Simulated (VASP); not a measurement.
# Which face does Fe expose?, part 6 of 6

How do surface energy, work function and relaxation of Fe depend on the face?

VASP 6.6.1, plane waves and PAW; the level of theory is named at each step.

Still holding for the runs below: The magnetic state follows from one typed start and may not be the lowest.

So far, largest spin moment in the PAW sphere (μB): step 2 (the bulk reference, job relaxation, k-mesh 19×19×19) 2.20; step 4 (surface relaxation, 7 atoms, face Fe(110)) 2.55; step 6 (surface relaxation, 9 atoms, face Fe(100)) 2.94; step 8 (relaxing the slab, 11 atoms, face Fe(111)) 2.81.

## Step 9: Vacuum level and density of states, 11 atoms, face Fe(111)

Level of this step: PBE, spin-polarised from a ferromagnetic start; plane waves and PAW (Fe) (VASP).

Contents of INCAR:

```
SYSTEM = Fe
PREC = Normal
ENCUT = 320
EDIFF = 1E-06
NELM = 120
ISMEAR = 1
SIGMA = 0.15
LREAL = .FALSE.
ALGO = Fast
GGA = PE
NBANDS = 79
ISPIN = 2
MAGMOM = 3 3 3 3 3 3 3 3 3 3 3
LASPH = .TRUE.
LMAXMIX = 4
LORBIT = 11
LWAVE = .FALSE.
LCHARG = .TRUE.
KPAR = 4
IDIPOL = 3
LDIPOL = .TRUE.
DIPOL = 0.5 0.5 0.5
LVHAR = .TRUE.
LVACPOTAV = .TRUE.
NEDOS = 1500
```

Contents of POSCAR:

```
Fe
1.0
    4.0041310477      0.0000000000      0.0000000000
    2.0020655239      3.4676792074      0.0000000000
    0.0000000000      0.0000000000     23.1733982751
Fe
11
Direct
    0.6666666700      0.6666666700      0.3270756103
    0.0000000000      0.0000000000      0.3605024375
    0.3333333300      0.3333333300      0.3900975639
    0.6666666700      0.6666666700      0.4288229182
    0.0000000000      0.0000000000      0.4645069686
    0.3333333300      0.3333333300      0.5000000000
    0.6666666700      0.6666666700      0.5354930314
    0.0000000000      0.0000000000      0.5711770818
    0.3333333300      0.3333333300      0.6099024361
    0.6666666700      0.6666666700      0.6394975625
    0.0000000000      0.0000000000      0.6729243897
```

Contents of KPOINTS:

```
Automatic mesh
0
Gamma
9 9 1
0 0 0
```

The projector-augmented-wave data sets are Fe (PBE family, release 64).

Started as:

```
$ mpirun -np 4 vasp_std
```

Log:

```text
[... set-up lines as in an earlier step ...]
 entering main loop
       N       E                     dE             d eps       ncg     rms          rms(c)
DAV:   1     0.610922797732E+03    0.61092E+03   -0.27576E+04  3800   0.798E+02
DAV:   2    -0.532278173404E+02   -0.66415E+03   -0.60329E+03  3799   0.249E+02
DAV:   3    -0.950100371831E+02   -0.41782E+02   -0.38053E+02  4128   0.888E+01
DAV:   4    -0.958472596372E+02   -0.83722E+00   -0.83372E+00  4248   0.149E+01
[...]
RMM:  40    -0.860323907902E+02   -0.76695E-05   -0.31219E-07  3169   0.180E-03    0.268E-03
RMM:  41    -0.860323937374E+02   -0.29473E-05   -0.18798E-07  2920   0.106E-03    0.217E-03
RMM:  42    -0.860323940145E+02   -0.27711E-06   -0.99458E-08  2795   0.913E-04
 [... a notice as in an earlier step ...]

   1 F= -.86032394E+02 E0= -.86031622E+02  d E =-.231668E-02  mag=    27.0399
```

Run time: 7.2 min. Hardware: 4 MPI ranks of AMD EPYC 7R43, shared host; peak memory 1.2 GiB.

From OUTCAR (step 9):

```text
  Total       -1.2079317     -1.2079317     -0.2685608     -0.0000000     -0.0000000      0.0000000
  in kB       -6.0147284     -6.0147284     -1.3372612     -0.0000000     -0.0000000      0.0000000
  external PRESSURE =      -4.4555727 kB  Pullay stress =       0.0000000 kB

 POSITION                                       TOTAL-FORCE (eV/Angst)
 -----------------------------------------------------------------------------------
      4.00413      2.31179      7.57945         0.000000      0.000000      0.004186
      0.00000      0.00000      8.35407        -0.000000     -0.000000      0.017327
      2.00207      1.15589      9.03989         0.000000      0.000000      0.013128
      4.00413      2.31179      9.93728         0.000000      0.000000     -0.003370
      0.00000      0.00000     10.76420         0.000000      0.000000      0.015718
      2.00207      1.15589     11.58670         0.000000     -0.000000     -0.000000
      4.00413      2.31179     12.40919        -0.000000     -0.000000     -0.015718
      0.00000      0.00000     13.23611        -0.000000     -0.000000      0.003370
      2.00207      1.15589     14.13351        -0.000000     -0.000000     -0.013128
      4.00413      2.31179     14.81933         0.000000      0.000000     -0.017327
      0.00000      0.00000     15.59394        -0.000000     -0.000000     -0.004186
 -----------------------------------------------------------------------------------
    total drift:                               -0.000002     -0.000001     -0.000003

  FREE ENERGIE OF THE ION-ELECTRON SYSTEM (eV)
  ---------------------------------------------------
  free  energy   TOTEN  =       -86.0323940145 eV

  energy  without entropy=      -86.0300773332  energy(sigma->0) =      -86.03162179

 magnetization (x)
# of ion       s       p       d       tot
------------------------------------------
    1        0.010   0.008   2.793   2.810
    2       -0.010  -0.020   2.342   2.312
    3       -0.008  -0.046   2.532   2.477
    4       -0.014  -0.058   2.372   2.300
    5       -0.013  -0.056   2.306   2.236
    6       -0.015  -0.057   2.341   2.269
    7       -0.013  -0.056   2.306   2.236
    8       -0.014  -0.058   2.372   2.300
    9       -0.008  -0.046   2.532   2.477
   10       -0.010  -0.020   2.342   2.312
   11        0.010   0.008   2.793   2.810
--------------------------------------------------
tot         -0.086  -0.402  27.031  26.543

[... 2 parts as in an earlier step ...]

[... 1 further part left out ...]
[key lines of the parts left out:]
E-fermi :  -0.0184
```

The map of layer states is cut here 0.5 eV above the Fermi level, so it leaves out the states above that.

The vacuum level lies 3.89 eV above the Fermi level at the upper face; both faces agree, as the slab has next to no dipole.

The program found no field-free point at its default tolerance, but its printed level agrees with the flat part of the planar average.

On this mesh the fine structure of the density of states is sampling noise, and high empty states may be cut by the number of bands.

## Step 10: The faces side by side

This step: surfaces of a metal, PBE; plane waves and PAW (VASP 6.6.1).

Derived from the runs above.

Symmetric slabs, all atoms free. All faces:

```
   face  layers  area a surface atom (Å²)  work function (eV)  surface energy as cut (J/m²)  surface energy relaxed (J/m²)  change of the top spacing (%)  moment of the top atom (μB)
Fe(110)       7                     5.669               4.765                         2.459                          2.458                          -0.25                        2.546
Fe(100)       9                     8.017               3.877                         2.561                          2.547                          -2.45                        2.935
Fe(111)      11                     13.88               3.892                         2.815                          2.733                          -5.23                         2.81
```

Each surface energy is the slab's energy less its number of atoms times the bulk energy of -8.2517 eV, over twice the cell's area.

## Step 11: Results

| Quantity | Value |
| --- | --- |
| Fe(110) | 2.46 J/m², 4.76 eV |
| Fe(100) | 2.55 J/m², 3.88 eV |
| Fe(111) | 2.73 J/m², 3.89 eV |

The cheapest face is Fe(110) at 2.46 J/m², against 2.55 for Fe(100) and 2.73 for Fe(111). The work functions are 4.76 eV for Fe(110), 3.89 eV for Fe(111) and 3.88 eV for Fe(100). The densest face has the highest work function, as the smoothing of the electron density over an open face lowers the surface dipole. Among the others the order doesn't follow the density. The two cheapest faces differ by under 4 %, which one mesh and one thickness don't resolve. The top spacing changes by -0.2 % on Fe(110), -2.5 % on Fe(100) and -5.2 % on Fe(111), the most on the most open face. On Fe(110) the relaxation gained under 0.002 J/m², so it stands almost as cut. The top atom holds 2.55 μB on Fe(110), 2.94 μB on Fe(100) and 2.81 μB on Fe(111). One thickness was run for each face, and bulk and slab meshes don't match, which leaves some hundredths of a J/m². The cells are 1 × 1 and can't reconstruct.

[Lines on the potential files, build, host, timing and source positions are cut from VASP's logs without a mark.]

[Logs are printed without paths, hosts, clocks, repeated set-up lines and the standing remarks that a program may print on its own settings, such as how far it seeks lower states.]

[Hosts, paths, dates, database ids (printed as entryN), source tags and the programs' standing remarks are cut or masked in the printed files.]

[Runs that stopped without an error message from VASP are left out.]
